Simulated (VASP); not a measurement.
An input for Quantum ESPRESSO's pw.x (written as the equivalent of a VASP run, and not itself run):

```
&CONTROL
  calculation = 'vc-relax'
  pseudo_dir = './pseudo'
  outdir = './out'
  tprnfor = .true.
  tstress = .true.
  nstep = 40
  forc_conv_thr = 0.00078
/
&SYSTEM
  ibrav = 0
  nat = 2
  ntyp = 2
  ecutwfc = 82.3
  occupations = 'smearing'
  smearing = 'gaussian'
  degauss = 0.003675
  input_dft = 'pbe'
/
&ELECTRONS
  conv_thr = 7.3e-08
  electron_maxstep = 100
/
&IONS
/
&CELL
  press = 300
/
ATOMIC_SPECIES
  Ba 137.327 Ba.upf
  Te 127.600 Te.upf
CELL_PARAMETERS angstrom
     0.0000000    3.0788430    3.0788430
     3.0788430   -0.0000000    3.0788430
     3.0788430    3.0788430    0.0000000
ATOMIC_POSITIONS crystal
  Ba   1.0000000  1.0000000  0.0000000
  Te   0.5000000  0.5000000  0.5000000
K_POINTS automatic
  8 8 8 0 0 0
```

Question: Translate this input to VASP (INCAR, KPOINTS, POSCAR, choice of POTCAR).

Answer: Several could match; the one computed here: 
KPOINTS:
```
Regular mesh
0
Gamma
  8 8 8
0 0 0
```

**POSCAR**
```
BaTe
1
    0.0000000000     3.0788429561     3.0788429561
    3.0788429561    -0.0000000000     3.0788429561
    3.0788429561     3.0788429561     0.0000000000
Ba Te
1 1
Direct
  1.0000000000   1.0000000000   0.0000000000
  0.5000000000   0.5000000000   0.5000000000
```

### INCAR
```
ALGO  =  Normal
PREC  =  Accurate
IBRION  =  2
LWAVE  =  .FALSE.
EDIFFG  =  -0.02   # ionic stop
LREAL  =  .FALSE.   # projection in real space or not
ISIF  =  3   # ions, shape and volume
EDIFF  =  1E-6   # SCF stop (eV)
ISMEAR  =  0   # Gaussian
SYSTEM  =  BaTe
SIGMA  =  0.05
NSW  =  40
PSTRESS  =  300   # kbar
GGA  =  PE
LASPH  =  .TRUE.
ENCUT  =  500
LCHARG  =  .FALSE.
LMAXMIX  =  4
NELM  =  100
```

POTCAR, in this order: Ba_sv Te (PBE.64 set). Program: vasp_std.

Limits of the translation: the potentials are each code's own (VASP's PAW set, PseudoDojo norm-conserving files in pw.x), so ENCUT and ecutwfc are chosen apart and not converted; conv_thr bounds pw.x's estimated SCF error, while EDIFF bounds the energy change between steps; forc_conv_thr acts on force components and is met together with etot_conv_thr.

The compound is BaTe in the rock salt structure. This run relaxes it under an external pressure of 30 GPa. Symmetry was kept, so distortions that lower it aren't found.
